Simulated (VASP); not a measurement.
A cell of WSi2 (MoSi2 type) near equilibrium:

```
CELL_PARAMETERS angstrom
     -1.60648     1.60648     3.90259
      1.60648    -1.60648     3.90259
      1.60648     1.60648    -3.90259
ATOMIC_POSITIONS crystal
  Si 0.66538 0.66538 0.00000
  Si 0.33462 0.33462 0.00000
  W  0.00000 0.00000 0.00000
```

Calculation: r2SCAN meta-GGA, VASP's PBE PAW potentials (set 64) (plane waves; VASP).

| run | ΔE (meV/atom) | σxx | σyy | σzz | largest shear component, with its sign (GPa) | largest force (eV/Å) |
|---|---|---|---|---|---|---|
| as it is | 0.0 | -0.07 | -0.07 | 0.02 | 0.00 | 0.002 |
| after one change | 2.2 | -3.33 | -3.33 | -3.79 | 0.00 | 0.045 |
Stress is in GPa, positive when the cell is compressed.

Question: Which change was made?
A. uniaxial strain of -0.5 % along z
B. atom 3 (W) moved by 0.075 Å along z
C. isotropic strain of +0.5 %
D. atom 3 (W) moved by -0.025 Å along z

Answer: C, isotropic strain of +0.5 %

The compound is WSi2 in the MoSi2 type structure.
